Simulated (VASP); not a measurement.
```yaml
crystal:
  lattice:
    - [0.00000, 2.34035, 2.34035]
    - [2.34035, 0.00000, 2.34035]
    - [2.34035, 2.34035, 0.00000]
  atoms:
    - { symbol: W, position: [0.00000, 0.00000, 0.00000] }
    - { symbol: O, position: [0.25000, 0.25000, 0.25000] }
```

These are r2SCAN meta-GGA, VASP's PBE PAW potentials (set 64) (plane waves; VASP) values and carry that method's errors. Numerical set-up: 520 eV cut-off, 15×15×15 Γ-centred mesh, tetrahedra with Blöchl corrections, potentials W_sv O.

### Question
Give the energies of bands 9 to 13 at the high-symmetry points, in eV from the Fermi level.

### Answer

```json
[
 {"band": "9", "Γ": "-2.86", "X": "-2.80", "U": "-2.94", "L": "-0.88", "W": "-2.92"},
 {"band": "10", "Γ": "-0.20", "X": "-0.30", "U": "-0.28", "L": "0.22", "W": "-1.13"},
 {"band": "11", "Γ": "-0.20", "X": "1.31", "U": "0.28", "L": "0.22", "W": "0.95"},
 {"band": "12", "Γ": "4.05", "X": "2.35", "U": "3.02", "L": "2.90", "W": "2.46"},
 {"band": "13", "Γ": "4.05", "X": "2.35", "U": "3.13", "L": "2.90", "W": "3.76"}
]
```

It has no gap at this level: it comes out as a metal or semimetal.

The structure was generated: WO was put into the zinc blende type (F-43m), which need not be its known phase. It was relaxed first, which changed the volume by -30 %.
